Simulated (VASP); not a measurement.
Here is a VASP 6.6.1 calculation.

File INCAR:

```
SYSTEM = Mg2CdS3
  PREC = Normal
  ENCUT = 520
  EDIFF = 1E-4
  ISMEAR = 0
  SIGMA = 0.15
  LREAL = .FALSE.
  LASPH = .TRUE.
  NELM = 60
  ALGO = Fast
  ISIF = 3
  LWAVE = .FALSE.
  LCHARG = .FALSE.
  GGA = PE
  IBRION = 2
  NSW = 24
  EDIFFG = -0.08
```

Contents of KPOINTS:

```
regular mesh
0
G
  3 3 3
  0 0 0
```

Contents of POSCAR:

```
Mg2CdS3
1.0
    5.5516870900      0.0000000000      0.0000000000
    0.0000000000      5.5516870900      0.0000000000
    0.0000000000      0.0000000000      4.8839694600
Mg Cd S
2 1 3
Direct
    0.5000000000      0.0000000000      0.5000000000
    0.0000000000      0.5000000000      0.5000000000
    0.5000000000      0.5000000000      0.5000000000
    0.0000000000      0.0000000000      0.7337882200
    0.0000000000      0.0000000000      0.2662117800
    0.5000000000      0.5000000000      0.0000000000
```

Potentials or basis: VASP PAW PBE potentials, release 64 (Mg, Cd, S).

Launch:

```console
$ cat potpaw_PBE.64/Mg/POTCAR potpaw_PBE.64/Cd/POTCAR potpaw_PBE.64/S/POTCAR > POTCAR
$ mpirun -np 1 vasp_std > vasp.out
```

Task: Predict the band gap on the k mesh.

Result: 0.29 eV, indirect (least direct gap 0.73 eV).

Task: Estimate the space group after relaxing (to 0.05 Å).

Result: P4/mmm (No. 123).

Task: Estimate the relaxed cell.

Result: a = 5.402 Å, b = 5.402 Å, c = 4.893 Å, α = 90.00°, β = 90.00°, γ = 90.00°.

Task: Predict the relaxed volume.

Result: 23.80 Å³/atom.

Final structure:
```xyz
6
Lattice="5.4017 0.0000 0.0000 0.0000 5.4017 0.0000 0.0000 0.0000 4.8934" Properties=species:S:1:pos:R:3 pbc="T T T"
Mg    2.7009    0.0000    2.4467
Mg    0.0000    2.7009    2.4467
Cd    2.7009    2.7009    2.4467
S     5.4017    0.0000    3.5445
S     0.0000    0.0000    1.3490
S     2.7009    2.7009    0.0000
```

Caveat: the k mesh is coarse (spacing up to 0.43 Å⁻¹), so the values aren't converged; an odd mesh through Γ misses points on the zone boundary, where band edges often lie. As with any semilocal functional, this PBE gap is likely too small.
